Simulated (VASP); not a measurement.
**NaLaMnMoO6: relaxation of cell and atoms with PBE**

NaLaMnMoO6:

```
Na La Mn Mo O
1.0
     5.10934   -0.00669    0.01056
    -0.23945    5.68925    0.00703
    -0.92899   -2.82542    5.11884
Na La Mn Mo O
1 1 1 1 6
Cartesian
  1.9223 1.9516 0.3919
  -0.6075 1.8350 3.5165
  1.8742 -0.9083 2.0852
  4.0976 4.6175 1.5746
  2.6717 1.1441 5.1017
  2.9598 3.6581 2.8448
  3.1703 0.4987 1.9182
  0.4613 3.2483 1.8839
  0.7994 -0.1395 0.5996
  0.3708 -0.2245 3.2390
```

The cell was built by a generator and needn't be a form met in nature.

```json
{"Program": "VASP 6.6.1", "Task": "relaxation of cell and atoms", "Functional": "PBE", "Potentials or basis": "VASP PAW PBE potentials, release 64 (Na_pv, La, Mn_pv, Mo_sv, O)", "Cutoff": "600 eV", "k mesh": "6 × 6 × 5", "Occupations": "fermi-dirac, width 0.05 eV", "Spin": "collinear spin, ferromagnetic start", "Starting moments": "[0.0, 0.0, 4.0, 1.0, 0.0, 0.0, 0.0, 0.0, 0.0, 0.0] μB", "Further INCAR settings": "ALGO = Normal; EDIFF = 1e-06; IBRION = 2; EDIFFG = -0.01; NSW = 60; ISIF = 3"}
```

```yaml
Relaxed_volume: 14.87 Å³/atom
Relaxed_cell: a = 5.113 Å, b = 5.688 Å, c = 5.911 Å, α = 117.96°, β = 98.87°, γ = 92.57°
Space_group_after_relaxing_to_0.05_Å: P1 (No. 1)
Energy_gained_by_relaxing: 0.1 meV/atom
Ionic_steps: 13
Pressure_after_relaxing: 0.0 GPa
Largest_force_after_relaxing: 0.009 eV/Å
Band_gap_on_the_k_mesh: 0.83 eV, indirect (least direct gap 1.07 eV)
Net_moment: 3.00 μB per cell
Site_moments: Na +0.00; La +0.02; Mn +3.04; Mo -0.31; O +0.02, +0.00, -0.00, +0.01, +0.07 μB
Valence_electrons_inside_the_program's_atomic_spheres: Na 6.02; La 8.57; Mn 11.67; Mo 12.44; O 5.00, 5.01, 5.02
```

Forces on the atoms (eV/Å):
```
Na   0.004  0.004  0.001
La   0.003 -0.005  0.000
Mn   0.002  0.007 -0.005
Mo  -0.004  0.007  0.004
O    0.002 -0.001 -0.004
O   -0.004 -0.003  0.004
O    0.002 -0.005  0.002
O   -0.004 -0.005 -0.001
O    0.000  0.001 -0.001
O   -0.002  0.000  0.002
```

The path:
| step | energy change (eV) | largest force (eV/Å) | pressure (GPa) | volume (Å³) |
| --- | --- | --- | --- | --- |
| 1 | 0.0000 | 0.1096 | 0.08 | 148.95 |
| 2 | -0.0003 | 0.1519 | -0.37 | 149.11 |
| 3 | -0.0007 | 0.0477 | -0.15 | 149.04 |
| 4 | -0.0009 | 0.0688 | 0.01 | 148.80 |
| 5 | -0.0010 | 0.0420 | -0.02 | 148.86 |
| 6 | -0.0010 | 0.0299 | 0.01 | 148.75 |
| 7 | -0.0010 | 0.0182 | 0.01 | 148.77 |
| 8 | -0.0011 | 0.0150 | 0.01 | 148.73 |
| 9 | -0.0011 | 0.0288 | 0.06 | 148.60 |
| 10 | -0.0011 | 0.0162 | 0.05 | 148.65 |
| 11 | -0.0011 | 0.0189 | -0.04 | 148.70 |
| 12 | -0.0011 | 0.0145 | -0.02 | 148.69 |
| 13 | -0.0012 | 0.0090 | 0.01 | 148.68 |

Final structure:
```
Na La Mn Mo O
1.0
     5.11281   -0.01008    0.01047
    -0.24339    5.68293    0.00774
    -0.92782   -2.82093    5.11138
Na La Mn Mo O
1 1 1 1 6
Direct
  0.40811 0.38118 0.07515
  0.03660 0.66351 0.68611
  0.44286 0.04248 0.40643
  0.90318 0.96459 0.30504
  0.73593 0.69553 0.99413
  0.72321 0.91778 0.55353
  0.70152 0.27436 0.37232
  0.19212 0.75221 0.36608
  0.17922 0.03393 0.11626
  0.19923 0.27445 0.63228
```

Levels at points of the mesh, in eV from the valence-band top:
Spin up:
| k point | band 40 | band 41 | band 42 | band 43 | band 44 | band 45 |
| --- | --- | --- | --- | --- | --- | --- |
| (0.00, 0.00, 0.00) | -1.49 | -1.21 | -0.60 | 0.93 | 1.49 | 1.92 |
| (0.50, 0.00, 0.00) | -1.39 | -1.28 | -0.44 | 1.19 | 1.25 | 1.47 |
| (0.00, 0.50, 0.00) | -1.41 | -1.23 | -0.59 | 0.95 | 1.37 | 1.68 |
| (0.50, 0.50, 0.00) | -1.30 | -1.19 | -0.45 | 1.10 | 1.32 | 1.43 |
Spin down:
```csv
k point,band 36,band 37,band 38,band 39,band 40,band 41,band 42,band 43
"(0.00, 0.00, 0.00)",-2.82,-2.40,-2.01,-0.41,1.02,1.18,1.47,1.68
"(0.50, 0.00, 0.00)",-2.57,-2.48,-2.12,0.00,1.11,1.27,1.34,1.48
"(0.00, 0.50, 0.00)",-2.74,-2.63,-2.03,-0.47,0.92,1.12,1.48,1.61
"(0.50, 0.50, 0.00)",-2.50,-2.42,-2.02,-0.04,1.16,1.23,1.31,1.45
```

Wall time 44 min on 4 MPI ranks on Intel(R) Xeon(R) Platinum 8488C (Sapphire Rapids), on a shared host, peak memory 1.4 GiB a rank.

Caveat: spin-orbit coupling is left out, which moves the levels of the heavy elements; an odd mesh through Γ misses points on the zone boundary, where band edges often lie; a cell with one magnetic atom can't hold antiferromagnetic order, which such compounds often take. Expect the measured gap to be larger: semilocal functionals such as PBE lack the derivative discontinuity.
